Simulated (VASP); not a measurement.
Level of theory: rev-vdW-DF2, VASP's PBE PAW potentials (set 64) (plane waves; VASP).

The input files of a VASP run:

INCAR:
```
SYSTEM = Y
PREC = Accurate
ENCUT = 520
EDIFF = 1E-7
NELM = 100
ALGO = Normal
LREAL = .FALSE.
LASPH = .TRUE.
ISMEAR = 1
SIGMA = 0.1
GGA = MK
PARAM1 = 0.1234568
PARAM2 = 0.7114
ZAB_VDW = -1.8867
LUSE_VDW = .TRUE.
AGGAC = 0.0
LMAXMIX = 4
LWAVE = .FALSE.
LCHARG = .FALSE.
ISIF = 4
IBRION = 2
NSW = 30
EDIFFG = -0.01
```

**POSCAR**
```
Y
1
    1.7914867658    -3.1029463660     0.0000000000
    1.7914867658     3.1029463660     0.0000000000
    0.0000000000     0.0000000000     5.5192034902
Y
2
Direct
  0.3333330000   0.6666670000   0.2500000000
  0.6666670000   0.3333330000   0.7500000000
```

### KPOINTS
```
K-points
0
Gamma
  12 12 7
```

POTCAR, in this order: Y_sv (PBE.64 set). Program: vasp_std.

Output of the run:

File OUTCAR:
```
 ion  position               nearest neighbor table
   1  0.333  0.667  0.250-   2 3.45   2 3.45   2 3.45   2 3.45   2 3.45   2 3.45
   2  0.667  0.333  0.750-   1 3.45   1 3.45   1 3.45   1 3.45   1 3.45   1 3.45
  LATTYP: Found a hexagonal cell.
 ALAT       =     3.5829737624
 C/A-ratio  =     1.5403974062
 Subroutine PRICEL returns:
 Original cell was already a primitive cell.
 Subroutine GETGRP returns: Found 24 space group operations
The static configuration has the point symmetry D_3d.
 The point group associated with its full space group is D_6h.
The dynamic configuration has the point symmetry D_3d.
 Subroutine INISYM returns: Found 24 space group operations
 Subroutine IBZKPT returns following result:
 Found     76 irreducible k-points:

 Following reciprocal coordinates:
            Coordinates               Weight
  0.000000  0.000000  0.000000      1.000000
  0.083333  0.000000  0.000000      6.000000
  0.166667  0.000000  0.000000      6.000000
  0.250000  0.000000  0.000000      6.000000
  0.333333  0.000000  0.000000      6.000000
  0.416667  0.000000  0.000000      6.000000
  0.500000  0.000000  0.000000      3.000000
  0.083333  0.083333  0.000000      6.000000
  0.166667  0.083333  0.000000     12.000000
  0.250000  0.083333  0.000000     12.000000
  0.333333  0.083333  0.000000     12.000000
  0.416667  0.083333  0.000000     12.000000
  0.166667  0.166667  0.000000      6.000000
  0.250000  0.166667  0.000000     12.000000
  0.333333  0.166667  0.000000     12.000000
  0.416667  0.166667  0.000000      6.000000
  0.250000  0.250000  0.000000      6.000000
  0.333333  0.250000  0.000000     12.000000
  0.333333  0.333333  0.000000      2.000000
  0.000000  0.000000  0.142857      2.000000
  0.083333  0.000000  0.142857     12.000000
  0.166667  0.000000  0.142857     12.000000
...
```

**OSZICAR**
```
       N       E                     dE             d eps       ncg     rms          rms(c)
DAV:   1     0.945058880847E+02    0.94506E+02   -0.11755E+04  2288   0.141E+03
DAV:   2    -0.143828568333E+01   -0.95944E+02   -0.95042E+02  2847   0.290E+02
DAV:   3    -0.874310455020E+01   -0.73048E+01   -0.72325E+01  4358   0.486E+01
DAV:   4    -0.887014000478E+01   -0.12704E+00   -0.12697E+00  2533   0.731E+00
DAV:   5    -0.887318364240E+01   -0.30436E-02   -0.30436E-02  3341   0.869E-01    0.349E+01
DAV:   6    -0.858998973415E+01    0.28319E+00   -0.38672E-01  2308   0.456E+00    0.215E+01
DAV:   7    -0.855321205434E+01    0.36778E-01   -0.72722E-01  2882   0.578E+00    0.175E+00
DAV:   8    -0.854438715506E+01    0.88249E-02   -0.15321E-01  2735   0.256E+00    0.989E-01
DAV:   9    -0.854355597076E+01    0.83118E-03   -0.37254E-03  3200   0.447E-01    0.336E-01
DAV:  10    -0.854362336644E+01   -0.67396E-04   -0.13710E-03  2471   0.384E-01    0.248E-01
DAV:  11    -0.854359243150E+01    0.30935E-04   -0.91116E-05  3133   0.910E-02    0.277E-02
DAV:  12    -0.854359161681E+01    0.81469E-06   -0.15517E-05  2800   0.396E-02    0.150E-02
DAV:  13    -0.854359213243E+01   -0.51562E-06   -0.31770E-06  2637   0.188E-02    0.201E-03
DAV:  14    -0.854359222912E+01   -0.96692E-07   -0.11885E-07  2087   0.256E-03
   1 F= -.85435922E+01 E0= -.85423546E+01  d E =-.854359E+01
       N       E                     dE             d eps       ncg     rms          rms(c)
DAV:   1    -0.854741797065E+01   -0.38258E-02   -0.17906E-01  2280   0.344E+00    0.294E-01
DAV:   2    -0.854534465304E+01    0.20733E-02   -0.53151E-03  2469   0.519E-01    0.182E-01
DAV:   3    -0.854448113706E+01    0.86352E-03   -0.23203E-03  2882   0.358E-01    0.121E-01
DAV:   4    -0.854449037764E+01   -0.92406E-05   -0.70380E-05  2777   0.617E-02    0.403E-02
DAV:   5    -0.854448098625E+01    0.93914E-05   -0.27966E-05  2959   0.394E-02    0.459E-03
DAV:   6    -0.854448106825E+01   -0.82009E-07   -0.97446E-07  2861   0.723E-03
   2 F= -.85444811E+01 E0= -.85433701E+01  d E =-.888839E-03
       N       E                     dE             d eps       ncg     rms          rms(c)
DAV:   1    -0.854807549149E+01   -0.35945E-02   -0.19633E-01  2280   0.360E+00    0.310E-01
DAV:   2    -0.854577469231E+01    0.23008E-02   -0.58536E-03  2441   0.543E-01    0.194E-01
DAV:   3    -0.854482382577E+01    0.95087E-03   -0.25450E-03  2889   0.373E-01    0.129E-01
DAV:   4    -0.854483291488E+01   -0.90891E-05   -0.75302E-05  2749   0.640E-02    0.426E-02
DAV:   5    -0.854482273577E+01    0.10179E-04   -0.30630E-05  2987   0.411E-02    0.480E-03
DAV:   6    -0.854482283300E+01   -0.97221E-07   -0.10454E-06  2868   0.749E-03    0.304E-03
DAV:   7    -0.854482283876E+01   -0.57626E-08   -0.42536E-08  1462   0.190E-03
   3 F= -.85448228E+01 E0= -.85439124E+01  d E =-.123061E-02
```

File OUTCAR:
```
------------------------ aborting loop because EDIFF is reached ----------------------------------------
  FORCE on cell =-STRESS in cart. coord.  units (eV):
  Direction    XX          YY          ZZ          XY          YZ          ZX
  --------------------------------------------------------------------------------------
  Total        0.5742668      0.5742669      0.5822012      0.0000000     -0.0000000     -0.0000000
  in kB       14.9944323     14.9944350     15.2016025      0.0000000     -0.0000000     -0.0000000
  external PRESSURE =      15.0634899 kB  Pullay stress =       0.0000000 kB
  volume of cell :       61.36
      direct lattice vectors                 reciprocal lattice vectors
     1.783587574 -3.089264576 -0.000000000     0.280333866 -0.161850818 -0.000000000
     1.783587574  3.089264576 -0.000000000     0.280333866  0.161850818 -0.000000000
     0.000000000  0.000000000  5.568198864     0.000000000 -0.000000000  0.179591287
 POSITION                                       TOTAL-FORCE (eV/Angst)
 -----------------------------------------------------------------------------------
      1.78359      1.02976      1.39205         0.000000      0.000000      0.000000
      1.78359     -1.02976      4.17615        -0.000000     -0.000000     -0.000000
 -----------------------------------------------------------------------------------
    total drift:                               -0.000060      0.000510     -0.000010
  FREE ENERGIE OF THE ION-ELECTRON SYSTEM (eV)
  ---------------------------------------------------
  free  energy   TOTEN  =        -8.5448228388 eV

  energy  without entropy=       -8.5420914205  energy(sigma->0) =       -8.54391237

 reached required accuracy - stopping structural energy minimisation
```
(Selected blocks of OUTCAR.)

File CONTCAR:
```
Y
   1.00000000000000
     1.7835875736388016   -3.0892645759806849   -0.0000000000000000
     1.7835875736388016    3.0892645759806849   -0.0000000000000000
     0.0000000000000000    0.0000000000000000    5.5681988638115065
  Y
     2
Direct
     0.3333330000000032    0.6666669999999968    0.2500000000000000
     0.6666669999999968    0.3333330000000032    0.7500000000000000
```

OUTCAR:
```
 val. band max:        3.2569740568   @ k =   0.3333   0.1667   0.4286

 cond. band min:       3.2586202554   @ k =   0.1667   0.0833   0.1429


 Fermi energy:         3.2579248887

 k-point     1 :       0.0000    0.0000    0.0000
  band No.  band energies     occupation
      1     -39.2491      2.00000
      2     -39.1486      2.00000
      3     -19.6288      2.00000
      4     -19.0339      2.00000
      5     -19.0339      2.00000
      6     -18.9211      2.00000
      7     -18.9211      2.00000
      8     -18.8754      2.00000
      9      -1.5080      2.00000
     10       1.3012      2.00000
     11       4.4406     -0.00000
     12       5.0338     -0.00000
     13       5.0339     -0.00000
     14       5.4105      0.00000
     15       5.7035      0.00000

 k-point     2 :       0.0833    0.0000    0.0000
  band No.  band energies     occupation
      1     -39.2445      2.00000
      2     -39.1470      2.00000
      3     -19.6134      2.00000
      4     -19.0651      2.00000
      5     -19.0446      2.00000
      6     -18.9540      2.00000
      7     -18.9249      2.00000
      8     -18.8828      2.00000
      9      -1.3490      2.00000
     10       1.4487      2.00000
     11       4.2463     -0.00000
     12       4.6565     -0.00000
     13       5.1819     -0.00000
     14       5.5253      0.00000
     15       5.6921      0.00000

 k-point     3 :       0.1667    0.0000    0.0000
  band No.  band energies     occupation
      1     -39.2316      2.00000
      2     -39.1430      2.00000
      3     -19.5692      2.00000
      4     -19.1506      2.00000
      5     -19.0729      2.00000
      6     -19.0415      2.00000
      7     -18.9360      2.00000
      8     -18.9050      2.00000
      9      -0.8954      2.00000
     10       1.8377      2.00000
     11       3.7718     -0.00000
     12       4.0795     -0.00000
     13       5.1455     -0.00000
     14       5.5772      0.00000
     15       5.6181      0.00000
...
```

The compound is Y in the hcp structure. This cell is one point of a volume scan, at 0.97 of the reference volume. Symmetry was kept, so distortions that lower it aren't found.
